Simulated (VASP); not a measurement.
Consider the following.

```
HfS2
1.0
    1.80971    -3.13450     0.00000
    1.80971     3.13450     0.00000
    0.00000     0.00000     5.85841
Hf S
1 2
Direct
  0.00000   0.00000   0.00000
  0.33333   0.66667   0.24743
  0.66667   0.33333   0.75257
```

Level of theory: PBE GGA with D3 dispersion (zero damping), VASP's PBE PAW potentials (set 64) (plane waves; VASP). Run with 520 eV cut-off, Gaussian smearing of 0.050 eV, potentials Hf_pv S.

Unless said otherwise, spin-orbit coupling is left out, though it shifts the bands of the heavy elements here.

Question: Give the energies of bands 6 to 14 at the high-symmetry points, in eV from the valence-band maximum.

Answer: 
```tsv
band	Γ	M	K	A	L	H
6	-4.86	-4.92	-4.09	-3.68	-5.04	-3.77
7	-2.80	-2.90	-3.58	-2.76	-3.56	-3.77
8	-2.80	-2.59	-3.58	-2.76	-2.67	-3.76
9	-0.12	-2.50	-2.22	-1.92	-2.42	-2.27
10	-0.12	-2.05	-2.22	-0.26	-1.09	-1.87
11	-0.01	-1.37	-1.69	-0.26	-0.93	-1.87
12	1.94	1.14	2.56	1.90	0.99	2.76
13	1.94	4.03	3.66	1.90	4.01	3.28
14	2.52	4.08	3.66	2.81	4.12	3.28
```

The gap is indirect, 0.99 eV, from the valence maximum at K-Γ at 0.89 to the conduction minimum at L.

Measured: gap 1.80 eV (computed value off by -0.81 eV), as given by Miłosz Rybak et al., Nanomaterials (2022), arXiv:2210.12074.

The compound is HfS2 in the 1T layered structure. It was relaxed first.
